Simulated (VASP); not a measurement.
Given:

```xyz
4
Lattice="2.5064 0.0000 0.0000 -1.2532 2.1706 0.0000 0.0000 0.0000 7.3833" Properties=species:S:1:pos:R:3 pbc="T T T"
B      1.2532     0.7235     5.5375
B      0.0000     1.4471     1.8458
N      0.0000     0.0000     5.5375
N      0.0000     0.0000     1.8458
```

The numbers are results of PBE GGA, VASP's PBE PAW potentials (set 64) (plane waves; VASP), not measurements. Settings: 400 eV cut-off, 15×15×5 Γ-centred mesh shifted by (0.5, 0.5, 0.5), Gaussian smearing of 0.010 eV, potentials B N.

At this cut-off the stress carries a Pulay error, which pulls relaxed volumes low.

Q: Give the stress tensor in GPa (positive for a compressed cell).

A: 
```
-1.38   0.00   0.00
 0.00  -1.38   0.00
 0.00   0.00  -2.63
```
The pressure is its mean diagonal, -1.79 GPa.

The structure comes from a computed database's BN entry; how it stands against other phases isn't given here. The cell was not relaxed at this level.
